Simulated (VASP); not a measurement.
Calculation: PBEsol GGA, VASP's PBE PAW potentials (set 64) (plane waves; VASP).

Input for VASP

**KPOINTS**
```
kpoints
0
Gamma
18 18 4
0 0 0
```

### POSCAR
```
MoSeS
1
    3.2041151835     0.0000000000     0.0000000000
   -1.6020575917     2.7748448722     0.0000000000
    0.0000000000     0.0000000000    13.1432128511
Mo Se S
2 2 2
Direct
  0.0000000000   0.0000000000   0.2597638846
  0.0000000000   0.0000000000   0.7402361154
  0.6666670000   0.3333330000   0.8695723942
  0.3333330000   0.6666670000   0.1304276058
  0.3333330000   0.6666670000   0.3757433842
  0.6666670000   0.3333330000   0.6242566158
```

**INCAR**
```
SYSTEM=MoSeS
PREC=Accurate; ENCUT=400; LREAL=.FALSE.
LASPH=.TRUE.; NBANDS=93
EDIFF=1E-7; NELM=100; ALGO=Normal
LMAXMIX=4
ISMEAR=0; SIGMA=0.01
GGA=PS
LWAVE=.FALSE.; LCHARG=.FALSE.; NEDOS=1001
LOPTICS=.TRUE.; CSHIFT=0.1
```

POTCAR, in this order: Mo_sv Se S (PBE.64 set). Program: vasp_std.

Without a dispersion term in the relaxation, distances and binding between the weakly bound layers, chains or molecules are unreliable, and so is what depends on them.

Question: Predict the energy per atom (σ→0).

Answer: 
The energy per atom (σ→0) is -7499 meV/atom.

OSZICAR:
```
...
DAV:  11    -0.449931601939E+02   -0.16142E-03   -0.58847E-04 28890   0.632E-02    0.679E-02
DAV:  12    -0.449931315777E+02    0.28616E-04   -0.31596E-05 29039   0.218E-02    0.361E-02
DAV:  13    -0.449931464091E+02   -0.14831E-04   -0.10887E-05 28504   0.906E-03    0.222E-02
DAV:  14    -0.449931481243E+02   -0.17152E-05   -0.12168E-06 30734   0.275E-03    0.608E-03
DAV:  15    -0.449931484865E+02   -0.36215E-06   -0.32272E-07 26840   0.116E-03    0.221E-03
DAV:  16    -0.449931485674E+02   -0.80921E-07   -0.35367E-08 27139   0.460E-04
   1 F= -.44993149E+02 E0= -.44993149E+02  d E =-.399603E-34
 imaginary and real dielectric function
```

The structure comes from a computed database's MoSeS entry (P-3m1); how it stands against other phases isn't given here. It was relaxed first, which changed the volume by -6 %.
